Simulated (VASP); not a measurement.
Input:

```
Ta
1.0
   -1.67026     1.67026     1.67026
    1.67026    -1.67026     1.67026
    1.67026     1.67026    -1.67026
Ta
1
Direct
  0.00000   0.00000   0.00000
```

The numbers are results of SCAN meta-GGA, VASP's PBE PAW potentials (set 64) (plane waves; VASP), not measurements. Numerical set-up: 520 eV cut-off, 16×16×16 Γ-centred mesh, first-order Methfessel-Paxton smearing of 0.10 eV, potentials Ta_pv.

The job: Ta (bcc), 1 atom, SCAN, static run, 520 eV, 16×16×16 Γ-centred mesh. Roughly how much core time does it take on a busy server core?

About 60 core-seconds (one run on a shared machine, a rough figure). It had 145 irreducible k-points, 9 bands, up to 531 plane waves and 29 electronic steps.

The compound is Ta in the bcc structure. This cell is one point of a volume scan, at 1.06 of the reference volume.
